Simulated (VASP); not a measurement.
Consider the following.

```
ZrS2
1.0
    1.81870    -3.15008     0.00000
    1.81870     3.15008     0.00000
    0.00000     0.00000     6.10703
Zr S
1 2
Direct
  0.00000   0.00000   0.00000
  0.33333   0.66667   0.23420
  0.66667   0.33333   0.76580
```

Level of theory: MS2 meta-GGA, VASP's PBE PAW potentials (set 64) (plane waves; VASP). Numerical set-up: 520 eV cut-off, 7×7×4 Γ-centred mesh, Gaussian smearing of 0.050 eV, potentials Zr_sv S.

### Question
The ions and cell shape at fixed volume are relaxed. Which structure does the run end with?

### Answer

```
ZrS2
1.0
    1.83347    -3.17566     0.00000
    1.83347     3.17566     0.00000
    0.00000     0.00000     6.00904
Zr S
1 2
Direct
  0.00000   0.00000   0.00000
  0.33333   0.66667   0.24069
  0.66667   0.33333   0.75931
```
Space group P-3m1 (164), at a tolerance of 0.03 Å.

### Question
How much energy does the relaxation gain?

### Answer
The energy (σ→0) changes by -5.5 meV/atom, in 5 ionic steps.

The compound is ZrS2 in the 1T layered structure. This cell is one point of a volume scan, at 0.97 of the reference volume. Symmetry was kept, so distortions that lower it aren't found.
